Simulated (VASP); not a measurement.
Computed with LDA (Ceperley-Alder, Perdew-Zunger), VASP's LDA PAW potentials (set 64) (plane waves; VASP).

A VASP calculation is set up with these files.

**POSCAR**
```
Ni
1
    0.0000000000     1.6738937125     1.6738937125
    1.6738937125     0.0000000000     1.6738937125
    1.6738937125     1.6738937125    -0.0000000000
Ni
1
Direct
  0.0000000000   0.0000000000   0.0000000000
```

**INCAR**
```
EDIFFG=-0.02   ! ionic stop
PSTRESS=200
ALGO=Normal
LMAXMIX=4   ! l cut-off of mixed one-centre charges
IBRION=2   ! conjugate gradients
LORBIT=10
LCHARG=F
LASPH=T
SIGMA=0.1   ! width (eV)
NSW=40   ! most ionic steps
MAGMOM=0.6
LREAL=F
ENCUT=500
PREC=Accurate
ISMEAR=1   ! Methfessel-Paxton
ISIF=3
LWAVE=F
NELM=100   ! most electronic steps
SYSTEM=Ni
EDIFF=1E-6
ISPIN=2   ! spin-polarised
```

### KPOINTS
```
Automatic mesh
0
Gamma
19 19 19
0 0 0
```

POTCAR, in this order: Ni (LDA.64 set). Program: vasp_std.

What VASP printed:

File OUTCAR:
```
 ion  position               nearest neighbor table
   1  0.000  0.000  0.000-
  LATTYP: Found a face centered cubic cell.
 ALAT       =     3.3477874250
 Subroutine PRICEL returns:
 Original cell was already a primitive cell.
 Subroutine GETGRP returns: Found 48 space group operations
The static configuration has the point symmetry O_h .
The dynamic configuration has the point symmetry O_h .
The overall configuration has the point symmetry O_h .
 Subroutine INISYM returns: Found 48 space group operations
 Subroutine IBZKPT returns following result:
 Found    220 irreducible k-points:

 Following reciprocal coordinates:
            Coordinates               Weight
  0.000000  0.000000  0.000000      1.000000
  0.052632  0.000000  0.000000      8.000000
  0.105263  0.000000  0.000000      8.000000
  0.157895  0.000000  0.000000      8.000000
  0.210526  0.000000  0.000000      8.000000
  0.263158  0.000000  0.000000      8.000000
  0.315789  0.000000  0.000000      8.000000
  0.368421  0.000000  0.000000      8.000000
  0.421053  0.000000  0.000000      8.000000
  0.473684  0.000000  0.000000      8.000000
  0.052632  0.052632  0.000000      6.000000
  0.105263  0.052632  0.000000     24.000000
  0.157895  0.052632  0.000000     24.000000
  0.210526  0.052632  0.000000     24.000000
  0.263158  0.052632  0.000000     24.000000
  0.315789  0.052632  0.000000     24.000000
  0.368421  0.052632  0.000000     24.000000
  0.421053  0.052632  0.000000     24.000000
  0.473684  0.052632  0.000000     24.000000
 -0.473684  0.052632  0.000000     24.000000
 -0.421053  0.052632  0.000000     24.000000
 -0.368421  0.052632  0.000000     24.000000
 -0.315789  0.052632  0.000000     24.000000
 -0.263158  0.052632  0.000000     24.000000
 -0.210526  0.052632  0.000000     24.000000
 -0.157895  0.052632  0.000000     24.000000
 -0.105263  0.052632  0.000000     24.000000
 -0.052632  0.052632  0.000000     12.000000
  0.105263  0.105263  0.000000      6.000000
  0.157895  0.105263  0.000000     24.000000
  0.210526  0.105263  0.000000     24.000000
  0.263158  0.105263  0.000000     24.000000
  0.315789  0.105263  0.000000     24.000000
  0.368421  0.105263  0.000000     24.000000
  0.421053  0.105263  0.000000     24.000000
  0.473684  0.105263  0.000000     24.000000
 -0.473684  0.105263  0.000000     24.000000
 -0.421053  0.105263  0.000000     24.000000
 -0.368421  0.105263  0.000000     24.000000
 -0.315789  0.105263  0.000000     24.000000
   k-points           NKPTS =    220   k-points in BZ     NKDIM =    220   number of bands    NBANDS=      9
   number of dos      NEDOS =    301   number of ions     NIONS =      1
   total plane-waves  NPLWV =   5832
   dimension x,y,z NGX =    18 NGY =   18 NGZ =   18
   dimension x,y,z NGXF=    36 NGYF=   36 NGZF=   36
   ions per type =               1
   PREC   = accura    normal or accurate (medium, high low for compatibility)
   ISTART =      0    job   : 0-new  1-cont  2-samecut
   ICHARG =      2    charge: 1-file 2-atom 10-const
   ISPIN  =      2    spin polarized calculation?
   LNONCOLLINEAR =      F non collinear calculations
   LSORBIT =      F    spin-orbit coupling
   INIWAV =      1    electr: 0-lowe 1-rand  2-diag
   ENCUT  =  500.0 eV  36.75 Ry    6.06 a.u.   4.32  4.32  4.32*2*pi/ulx,y,z
   NELM   =    100;   NELMIN=  2; NELMDL= -5     # of ELM steps
   EDIFF  = 0.1E-05   stopping-criterion for ELM
   LREAL  =      F    real-space projection
   NLSPLINE    = F    spline interpolate recip. space projectors
   LMAXMIX     =    4 max onsite mixed and CHGCAR
...
```

### OSZICAR
```
       N       E                     dE             d eps       ncg     rms          rms(c)
DAV:   1     0.204789501498E+02    0.20479E+02   -0.47716E+03  8248   0.144E+03
DAV:   2    -0.724187684741E+01   -0.27721E+02   -0.26690E+02  7993   0.165E+02
DAV:   3    -0.763873285156E+01   -0.39686E+00   -0.39647E+00  9033   0.263E+01
DAV:   4    -0.764230528201E+01   -0.35724E-02   -0.35720E-02  8974   0.220E+00
DAV:   5    -0.764238831514E+01   -0.83033E-04   -0.83032E-04  9085   0.294E-01    0.119E+01
DAV:   6    -0.679607460367E+01    0.84631E+00   -0.14173E+01  8349   0.650E+01    0.517E+00
DAV:   7    -0.657089447807E+01    0.22518E+00   -0.19022E+00  8385   0.228E+01    0.247E+00
DAV:   8    -0.654580822226E+01    0.25086E-01   -0.27579E-02 11305   0.188E+00    0.932E-01
DAV:   9    -0.654375571068E+01    0.20525E-02   -0.83311E-04 11577   0.271E-01    0.266E-01
DAV:  10    -0.654320715396E+01    0.54856E-03   -0.34728E-04 11260   0.157E-01    0.307E-02
DAV:  11    -0.654320600566E+01    0.11483E-05   -0.97297E-06 10532   0.361E-02    0.184E-02
DAV:  12    -0.654320789258E+01   -0.18869E-05   -0.28374E-06  4501   0.173E-02    0.301E-03
DAV:  13    -0.654320789508E+01   -0.25091E-08   -0.18942E-07  4069   0.537E-03
   1 F= -.53722722E+01 E0= -.53723632E+01  d E =-.537227E+01  mag=     0.5303
       N       E                     dE             d eps       ncg     rms          rms(c)
DAV:   1    -0.654140159962E+01    0.18063E-02   -0.71420E-02  8251   0.480E+00    0.547E-01
DAV:   2    -0.653820519069E+01    0.31964E-02   -0.53557E-02  8309   0.375E+00    0.223E-01
DAV:   3    -0.653729631143E+01    0.90888E-03   -0.64912E-03  8299   0.138E+00    0.873E-02
DAV:   4    -0.653719711778E+01    0.99194E-04   -0.70297E-05  9144   0.720E-02    0.487E-02
DAV:   5    -0.653718714772E+01    0.99701E-05   -0.19575E-05 10736   0.352E-02    0.819E-03
DAV:   6    -0.653718766621E+01   -0.51848E-06   -0.25554E-07  4056   0.524E-03
   2 F= -.53721795E+01 E0= -.53722718E+01  d E =0.927328E-04  mag=     0.5300
       N       E                     dE             d eps       ncg     rms          rms(c)
DAV:   1    -0.654315313441E+01   -0.59660E-02   -0.31916E-02  8238   0.322E+00    0.364E-01
DAV:   2    -0.654172554450E+01    0.14276E-02   -0.24075E-02  8306   0.250E+00    0.149E-01
DAV:   3    -0.654131736208E+01    0.40818E-03   -0.29135E-03  8294   0.925E-01    0.596E-02
DAV:   4    -0.654127254283E+01    0.44819E-04   -0.32073E-05  9119   0.481E-02    0.324E-02
DAV:   5    -0.654126818461E+01    0.43582E-05   -0.93838E-06  9614   0.243E-02    0.563E-03
DAV:   6    -0.654126836233E+01   -0.17772E-06   -0.78996E-08  3990   0.352E-03
   3 F= -.53722996E+01 E0= -.53723910E+01  d E =-.274346E-04  mag=     0.5301
```

**OUTCAR**
```
------------------------ aborting loop because EDIFF is reached ----------------------------------------
  FORCE on cell =-STRESS in cart. coord.  units (eV):
  Direction    XX          YY          ZZ          XY          YZ          ZX
  --------------------------------------------------------------------------------------
  Total        1.1703109      1.1703109      1.1703109     -0.0000000      0.0000000      0.0000000
  in kB      200.2296261    200.2296261    200.2296261     -0.0000000      0.0000000      0.0000000
  external PRESSURE =       0.2296261 kB  Pullay stress =     200.0000000 kB
  volume of cell :        9.36
      direct lattice vectors                 reciprocal lattice vectors
    -0.000000000  1.672955904  1.672955904    -0.298872193  0.298872193  0.298872193
     1.672955904  0.000000000  1.672955904     0.298872193 -0.298872193  0.298872193
     1.672955904  1.672955904 -0.000000000     0.298872193  0.298872193 -0.298872193
 POSITION                                       TOTAL-FORCE (eV/Angst)
 -----------------------------------------------------------------------------------
      0.00000      0.00000      0.00000        -0.000000     -0.000000      0.000000
 -----------------------------------------------------------------------------------
    total drift:                                0.000000     -0.000000      0.000000
  FREE ENERGIE OF THE ION-ELECTRON SYSTEM (eV)
  ---------------------------------------------------
  free  energy   TOTEN  =        -6.5412683623 eV

  energy  without entropy=       -6.5415425037  energy(sigma->0) =       -6.54135974
  enthalpy is  TOTEN    =        -5.3722996405 eV   P V=        1.1689687218

 total charge

# of ion       s       p       d       tot
------------------------------------------
    1        0.568   0.644   8.417   9.629

 magnetization (x)

# of ion       s       p       d       tot
------------------------------------------
    1       -0.005  -0.019   0.551   0.526

 reached required accuracy - stopping structural energy minimisation
```
(Selected blocks of OUTCAR.)

File CONTCAR:
```
Ni
   1.00000000000000
    -0.0000000000000000    1.6729559042155113    1.6729559042155113
     1.6729559042155113    0.0000000000000000    1.6729559042155113
     1.6729559042155113    1.6729559042155113   -0.0000000000000000
  Ni
     1
Direct
     0.0000000000000000    0.0000000000000000    0.0000000000000000
```

File OUTCAR:
```
 val. band max:       11.3599103771   @ k =  -0.4211   0.0526   0.0000

 cond. band min:      11.3615626984   @ k =  -0.3158   0.1053   0.0000


 Fermi energy:        11.3600074305

 spin component 1

 k-point     1 :       0.0000    0.0000    0.0000
  band No.  band energies     occupation
      1       1.2761      1.00000
      2       8.6062      1.00000
      3       8.6062      1.00000
      4       8.6062      1.00000
      5      10.0410      1.00000
      6      10.0410      1.00000
      7      36.3621      0.00000
      8      41.3401      0.00000
      9      41.3401      0.00000

 k-point     2 :       0.0526    0.0000    0.0000
  band No.  band energies     occupation
      1       1.3977      1.00000
      2       8.5692      1.00000
      3       8.6370      1.00000
      4       8.6370      1.00000
      5      10.0270      1.00000
      6      10.0270      1.00000
      7      36.1302      0.00000
      8      39.7937      0.00000
      9      41.1281      0.00000

 k-point     3 :       0.1053    0.0000    0.0000
  band No.  band energies     occupation
      1       1.7569      1.00000
      2       8.4680      1.00000
      3       8.7189      1.00000
      4       8.7189      1.00000
      5       9.9955      1.00000
      6       9.9955      1.00000
      7      34.8579      0.00000
      8      38.1244      0.00000
      9      40.6644      0.00000

 k-point     4 :       0.1579    0.0000    0.0000
  band No.  band energies     occupation
      1       2.3348      1.00000
      2       8.3319      1.00000
      3       8.8178      1.00000
      4       8.8178      1.00000
      5       9.9799      1.00000
      6       9.9799      1.00000
      7      32.3456      0.00000
      8      37.5009      0.00000
      9      40.1645      0.00000

 k-point     5 :       0.2105    0.0000    0.0000
  band No.  band energies     occupation
      1       3.0916      1.00000
...
```

The compound is Ni in the fcc structure. This run relaxes it under an external pressure of 20 GPa. Symmetry was kept, so distortions that lower it aren't found.
